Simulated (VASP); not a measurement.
A convergence study with VASP on AgI (zinc blende): one setting is varied, all else stays as given below, so the limit is that of these other settings.

```
CELL_PARAMETERS angstrom
      0.00000     3.25000     3.25000
      3.25000     0.00000     3.25000
      3.25000     3.25000     0.00000
ATOMIC_POSITIONS crystal
  Ag 0.00000 0.00000 0.00000
  I  0.25000 0.25000 0.25000
```

Computed with PBE GGA, VASP's PBE PAW potentials (set 64) (plane waves; VASP). The tightest run used: 550 eV cut-off, 12×12×12 Monkhorst-Pack mesh, Gaussian smearing of 0.050 eV, potentials Ag I.

The reference is 12×12×12 mesh, which took about 2 core-minutes. The timings are rough (shared machines, no repeats); factors under 2 mean little.

Problem. Of the settings 1×1×1 mesh; 2×2×2 mesh; 3×3×3 mesh; 4×4×4 mesh; 5×5×5 mesh; 6×6×6 mesh; 7×7×7 mesh; 8×8×8 mesh; 9×9×9 mesh; 10×10×10 mesh; 11×11×11 mesh; 12×12×12 mesh, which is the lowest that keeps the difference from the reference in the stress, largest component (GPa) within 0.1 from there on, and what does it cost?

Solution. 4×4×4 mesh; its cost over the reference is about 1/10.
```csv
setting,"difference in the stress, largest component (GPa)",cost over the reference
1×1×1 mesh,31.58,about 1/30
2×2×2 mesh,0.14,about 1/20
3×3×3 mesh,0.62,about 1/20
4×4×4 mesh,0.00,about 1/10
5×5×5 mesh,0.04,about 1/10
6×6×6 mesh,0.00,about 1/6
7×7×7 mesh,0.00,about 1/7
8×8×8 mesh,0.00,about 1/3
9×9×9 mesh,0.00,about 1/5
10×10×10 mesh,0.00,within a factor of 2
11×11×11 mesh,0.00,about 1/3
12×12×12 mesh,0.00,reference
```

Left out are rungs that failed or repeat a setting and relaxations that didn't move; long series are thinned to 24 rows.

The compound is AgI in the zinc blende structure, whereas wurtzite is the usual form. The cell was not relaxed at this level.
